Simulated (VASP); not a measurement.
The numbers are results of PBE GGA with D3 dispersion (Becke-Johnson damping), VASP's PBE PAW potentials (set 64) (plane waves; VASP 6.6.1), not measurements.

The input files of a VASP run:

KPOINTS:
```
K-points
0
G
  19 19 19
```

File POSCAR:
```
V
1
   -1.4757092153     1.4757092153     1.4757092153
    1.4757092153    -1.4757092153     1.4757092153
    1.4757092153     1.4757092153    -1.4757092153
V
1
Direct
  0.0000000000   0.0000000000   0.0000000000
```

**INCAR**
```
# general
SYSTEM =V
PREC   =Accurate
ENCUT  =520
LREAL  =.False.
LASPH  =.True.

# electronic loop
EDIFF  =1E-7
NELM   =100
ALGO   =Normal
LMAXMIX=4

# smearing
ISMEAR =-5

# functional
GGA    =PE
IVDW   =12

# ions
ISIF   =2

# output
LWAVE  =.False.
LCHARG =.True.
LORBIT =11
NEDOS  =601
```

POTCAR, in this order: V_sv (PBE.64 set). Program: vasp_std.

Q: Predict the energy per atom (σ→0), dispersion energy, band gap (on the k-mesh).

A: 
```
Property                                                    Result
------------------------  ----------------------------------------
energy per atom (σ→0)                               -9687 meV/atom
dispersion energy                                        -0.713 eV
band gap (on the k-mesh)  none (metal, semimetal or under 0.01 eV)
```

File OSZICAR:
```
...
DAV:   5    -0.102802174681E+02   -0.10303E-03   -0.10303E-03  4562   0.479E-01    0.196E+01
DAV:   6    -0.900167247278E+01    0.12785E+01   -0.49758E+00  4420   0.340E+01    0.232E+00
DAV:   7    -0.898206195073E+01    0.19611E-01   -0.24068E-02  4438   0.208E+00    0.111E+00
DAV:   8    -0.897438101812E+01    0.76809E-02   -0.61681E-03  4434   0.137E+00    0.531E-02
DAV:   9    -0.897440484538E+01   -0.23827E-04   -0.75676E-05  4432   0.151E-01    0.295E-02
DAV:  10    -0.897440867293E+01   -0.38275E-05   -0.62457E-06  4440   0.319E-02    0.254E-03
DAV:  11    -0.897440873298E+01   -0.60051E-07   -0.30584E-07  4352   0.838E-03
   1 F= -.96873737E+01 E0= -.96873737E+01  d E =0.000000E+00
```

The compound is V in the bcc structure. It was relaxed first, which changed the volume by -8 %. The run is not spin-polarised, so no magnetic state was tried.
